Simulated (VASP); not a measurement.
Level of theory: RPBE GGA, VASP's PBE PAW potentials (set 64) (plane waves; VASP).

The input files of a VASP run:

**KPOINTS**
```
Automatic mesh
0
Gamma
7 7 7
0 0 0
```

### INCAR
```
ISIF = 4
LCHARG = .FALSE.
SIGMA = 0.05   ! width (eV)
SYSTEM = Sb
IBRION = 2   ! conjugate gradients
LMAXMIX = 4
ENCUT = 520   ! plane-wave cut-off (eV)
ALGO = Normal
ISMEAR = 0
EDIFF = 1E-7   ! SCF stop (eV)
LWAVE = .FALSE.
NELM = 100
NSW = 30
GGA = RP
LASPH = .TRUE.
EDIFFG = -0.01   ! ionic stop
PREC = Accurate
LREAL = .FALSE.   ! projection in real space or not
```

File POSCAR:
```
Sb
1
    4.2052125070    -2.2490459266     0.0248955683
    4.2052125070     2.2490459266     0.0248955683
    2.9804770406     0.0000000000     3.7228207333
Sb
2
Direct
  0.2310808359   0.2310808359   0.2310808359
  0.7689191641   0.7689191641   0.7689191641
```

POTCAR, in this order: Sb (PBE.64 set). Program: vasp_std.

Output

**OSZICAR**
```
       N       E                     dE             d eps       ncg     rms          rms(c)
DAV:   1     0.383124269671E+02    0.38312E+02   -0.36254E+03   792   0.864E+02
DAV:   2    -0.591090064826E+01   -0.44223E+02   -0.43441E+02  1146   0.116E+02
DAV:   3    -0.751903614868E+01   -0.16081E+01   -0.16047E+01   961   0.282E+01
DAV:   4    -0.753263772172E+01   -0.13602E-01   -0.13599E-01   928   0.314E+00
DAV:   5    -0.753278962989E+01   -0.15191E-03   -0.15191E-03   897   0.343E-01    0.257E+00
DAV:   6    -0.754023818663E+01   -0.74486E-02   -0.31565E-03   844   0.522E-01    0.154E+00
DAV:   7    -0.754484206057E+01   -0.46039E-02   -0.84113E-03   798   0.829E-01    0.117E-01
DAV:   8    -0.754514455747E+01   -0.30250E-03   -0.38579E-04   930   0.149E-01    0.270E-02
DAV:   9    -0.754523341279E+01   -0.88855E-04   -0.14514E-04   804   0.864E-02    0.730E-03
DAV:  10    -0.754523792728E+01   -0.45145E-05   -0.84456E-06   955   0.200E-02    0.319E-03
DAV:  11    -0.754523931253E+01   -0.13852E-05   -0.39691E-06   801   0.145E-02    0.348E-03
DAV:  12    -0.754524002891E+01   -0.71638E-06   -0.23122E-07   874   0.340E-03    0.311E-04
DAV:  13    -0.754524003011E+01   -0.12008E-08   -0.30946E-08   427   0.134E-03
   1 F= -.75452400E+01 E0= -.75452322E+01  d E =-.754524E+01
       N       E                     dE             d eps       ncg     rms          rms(c)
DAV:   1    -0.755188188496E+01   -0.66419E-02   -0.16611E-01   809   0.242E+00    0.104E-01
DAV:   2    -0.755226840348E+01   -0.38652E-03   -0.41522E-03   852   0.525E-01    0.476E-02
DAV:   3    -0.755225333280E+01    0.15071E-04   -0.10747E-04   903   0.779E-02    0.186E-02
DAV:   4    -0.755225819348E+01   -0.48607E-05   -0.20001E-05   834   0.312E-02    0.675E-03
DAV:   5    -0.755225901027E+01   -0.81679E-06   -0.18655E-06   826   0.920E-03    0.171E-03
DAV:   6    -0.755225906888E+01   -0.58614E-07   -0.19171E-07   740   0.317E-03
   2 F= -.75522591E+01 E0= -.75522368E+01  d E =-.701904E-02
       N       E                     dE             d eps       ncg     rms          rms(c)
DAV:   1    -0.755659892097E+01   -0.43399E-02   -0.43400E-01   801   0.393E+00    0.179E-01
DAV:   2    -0.755760412696E+01   -0.10052E-02   -0.11042E-02   854   0.851E-01    0.769E-02
DAV:   3    -0.755755024234E+01    0.53885E-04   -0.28071E-04   904   0.125E-01    0.318E-02
DAV:   4    -0.755755875796E+01   -0.85156E-05   -0.62528E-05   824   0.537E-02    0.110E-02
DAV:   5    -0.755756074298E+01   -0.19850E-05   -0.52463E-06   820   0.159E-02    0.310E-03
DAV:   6    -0.755756096192E+01   -0.21894E-06   -0.56793E-07   880   0.543E-03    0.927E-04
DAV:   7    -0.755756104464E+01   -0.82718E-07   -0.15975E-07   786   0.290E-03
   3 F= -.75575610E+01 E0= -.75574766E+01  d E =-.123210E-01
       N       E                     dE             d eps       ncg     rms          rms(c)
DAV:   1    -0.755763451980E+01   -0.73558E-04   -0.12232E-02   801   0.661E-01    0.292E-02
DAV:   2    -0.755766382159E+01   -0.29302E-04   -0.30946E-04   855   0.143E-01    0.131E-02
DAV:   3    -0.755766339628E+01    0.42531E-06   -0.91284E-06   901   0.218E-02    0.506E-03
DAV:   4    -0.755766437346E+01   -0.97718E-06   -0.16807E-06   828   0.883E-03    0.202E-03
DAV:   5    -0.755766453469E+01   -0.16123E-06   -0.15528E-07   541   0.270E-03    0.505E-04
DAV:   6    -0.755766454135E+01   -0.66573E-08   -0.20594E-08   396   0.116E-03
   4 F= -.75576645E+01 E0= -.75575633E+01  d E =-.124245E-01
       N       E                     dE             d eps       ncg     rms          rms(c)
DAV:   1    -0.755996341283E+01   -0.22989E-02   -0.82375E-02   809   0.163E+00    0.120E-01
DAV:   2    -0.755963501875E+01    0.32839E-03   -0.24839E-03   813   0.365E-01    0.708E-02
DAV:   3    -0.755946835873E+01    0.16666E-03   -0.95775E-04   951   0.180E-01    0.152E-02
DAV:   4    -0.755947678746E+01   -0.84287E-05   -0.71888E-05   810   0.651E-02    0.100E-02
DAV:   5    -0.755947948757E+01   -0.27001E-05   -0.82198E-06   850   0.213E-02    0.276E-03
DAV:   6    -0.755947985817E+01   -0.37060E-06   -0.49916E-07   876   0.520E-03    0.138E-03
DAV:   7    -0.755948018782E+01   -0.32965E-06   -0.44793E-07   838   0.472E-03    0.578E-04
DAV:   8    -0.755948017122E+01    0.16608E-07   -0.71004E-09   408   0.633E-04
   5 F= -.75594802E+01 E0= -.75592035E+01  d E =-.181563E-02
       N       E                     dE             d eps       ncg     rms          rms(c)
DAV:   1    -0.756487228817E+01   -0.53921E-02   -0.56312E-01   807   0.425E+00    0.320E-01
DAV:   2    -0.756230179086E+01    0.25705E-02   -0.17589E-02   816   0.962E-01    0.187E-01
DAV:   3    -0.756102359282E+01    0.12782E-02   -0.70709E-03   947   0.489E-01    0.403E-02
DAV:   4    -0.756108670859E+01   -0.63116E-04   -0.51817E-04   807   0.176E-01    0.263E-02
DAV:   5    -0.756110426949E+01   -0.17561E-04   -0.59934E-05   840   0.574E-02    0.671E-03
DAV:   6    -0.756110626669E+01   -0.19972E-05   -0.35900E-06   893   0.141E-02    0.346E-03
DAV:   7    -0.756110804023E+01   -0.17735E-05   -0.31044E-06   832   0.125E-02    0.145E-03
DAV:   8    -0.756110799845E+01    0.41780E-07   -0.45503E-08   524   0.159E-03
   6 F= -.75611080E+01 E0= -.75607529E+01  d E =-.344346E-02
       N       E                     dE             d eps       ncg     rms          rms(c)
DAV:   1    -0.756111230963E+01   -0.42694E-05   -0.43189E-04   805   0.118E-01    0.873E-03
DAV:   2    -0.756111017568E+01    0.21340E-05   -0.13355E-05   816   0.267E-02    0.516E-03
DAV:   3    -0.756110905059E+01    0.11251E-05   -0.55793E-06   950   0.138E-02    0.111E-03
DAV:   4    -0.756110910720E+01   -0.56613E-07   -0.41329E-07   794   0.500E-03
   7 F= -.75611091E+01 E0= -.75607390E+01  d E =-.344457E-02
       N       E                     dE             d eps       ncg     rms          rms(c)
DAV:   1    -0.756117306112E+01   -0.64011E-04   -0.96670E-03   799   0.576E-01    0.282E-02
DAV:   2    -0.756119134337E+01   -0.18282E-04   -0.24329E-04   808   0.125E-01    0.143E-02
DAV:   3    -0.756118910879E+01    0.22346E-05   -0.19155E-05   898   0.280E-02    0.352E-03
DAV:   4    -0.756118976707E+01   -0.65828E-06   -0.17517E-06   831   0.990E-03    0.224E-03
DAV:   5    -0.756118997647E+01   -0.20940E-06   -0.19021E-07   693   0.303E-03    0.513E-04
DAV:   6    -0.756118996389E+01    0.12578E-07   -0.32239E-08   399   0.124E-03
   8 F= -.75611900E+01 E0= -.75608570E+01  d E =-.808567E-04
```

File OUTCAR:
```
------------------------ aborting loop because EDIFF is reached ----------------------------------------
  FORCE on cell =-STRESS in cart. coord.  units (eV):
  Direction    XX          YY          ZZ          XY          YZ          ZX
  --------------------------------------------------------------------------------------
  Total       -0.3741041     -0.3772480     -0.3769032      0.0000000      0.0000000      0.0010413
  in kB       -8.5522033     -8.6240727     -8.6161904      0.0000000      0.0000000      0.0238040
  external PRESSURE =      -8.5974888 kB  Pullay stress =       0.0000000 kB
  volume of cell :       70.09
      direct lattice vectors                 reciprocal lattice vectors
     4.357934845 -2.202795628  0.103605686     0.117093271 -0.226984289 -0.099269138
     4.357934845  2.202795628  0.103605686     0.117093271  0.226984289 -0.099269138
     3.158385470  0.000000000  3.725485007    -0.006512724  0.000000000  0.273942773
 POSITION                                       TOTAL-FORCE (eV/Angst)
 -----------------------------------------------------------------------------------
      2.70333      0.00000      0.89533        -0.000820     -0.000000     -0.000271
      9.17092      0.00000      3.03737         0.000820      0.000000      0.000271
 -----------------------------------------------------------------------------------
    total drift:                                0.000000      0.000000      0.000000
  FREE ENERGIE OF THE ION-ELECTRON SYSTEM (eV)
  ---------------------------------------------------
  free  energy   TOTEN  =        -7.5611899639 eV

  energy  without entropy=       -7.5605240765  energy(sigma->0) =       -7.56085702

 reached required accuracy - stopping structural energy minimisation
```
(Selected blocks of OUTCAR.)

### CONTCAR
```
Sb
   1.00000000000000
     4.3579348453406341   -2.2027956283195569    0.1036056855001949
     4.3579348453406341    2.2027956283195569    0.1036056855001949
     3.1583854697818472    0.0000000000000000    3.7254850073772925
  Sb
     2
Direct
     0.2276632987603876    0.2276632987603876    0.2276632988454696
     0.7723367012396124    0.7723367012396124    0.7723367011545303
```

The compound is Sb in the a7 structure. This cell is one point of a volume scan, at 1.06 of the reference volume. Symmetry was kept, so distortions that lower it aren't found.
